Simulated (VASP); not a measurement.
A convergence study with VASP on NaCl (rock salt): one setting is varied, all else stays as given below, so the limit is that of these other settings.

```
NaCl
1.0
    0.00000     2.82000     2.82000
    2.82000     0.00000     2.82000
    2.82000     2.82000     0.00000
Na Cl
1 1
Direct
  0.00000   0.00000   0.00000
  0.50000   0.50000   0.50000
```

The numbers are results of PBE GGA, VASP's PBE PAW potentials (set 64) (plane waves; VASP 6.6.1), not measurements. The tightest run used: 550 eV cut-off, 13×13×13 Monkhorst-Pack mesh, Gaussian smearing of 0.050 eV, potentials Na_pv Cl.

**Question.** The settings run are 1×1×1 mesh; 2×2×2 mesh; 3×3×3 mesh; 4×4×4 mesh; 5×5×5 mesh; 6×6×6 mesh; 7×7×7 mesh; 8×8×8 mesh; 9×9×9 mesh; 10×10×10 mesh; 11×11×11 mesh; 12×12×12 mesh; 13×13×13 mesh. From which on does the stress (every component) stay within 0.5 GPa of the tightest run?

**Answer.** From 2×2×2 mesh on: it is off by 0.01 there and by no more than 0.5 in any finer run, while 1×1×1 mesh is off by 24.28.
```csv
setting,E (eV/atom),pressure (GPa),irreducible k-points,difference judged (GPa)
1×1×1 mesh,-1.0744,25.02,1,24.28
2×2×2 mesh,-3.3873,0.75,2,0.01
3×3×3 mesh,-3.3783,0.93,4,0.19
4×4×4 mesh,-3.3874,0.74,10,0.00
5×5×5 mesh,-3.3873,0.75,10,0.00
6×6×6 mesh,-3.3874,0.74,28,0.00
7×7×7 mesh,-3.3874,0.74,20,0.00
8×8×8 mesh,-3.3874,0.74,60,0.00
9×9×9 mesh,-3.3874,0.74,35,0.00
10×10×10 mesh,-3.3874,0.74,110,0.00
11×11×11 mesh,-3.3874,0.74,56,0.00
12×12×12 mesh,-3.3874,0.74,182,0.00
13×13×13 mesh,-3.3874,0.74,84,0.00
```

Left out are rungs that failed or repeat a setting and relaxations that didn't move; long series are thinned to 24 rows.

The compound is NaCl in the rock salt structure. The cell was not relaxed at this level.
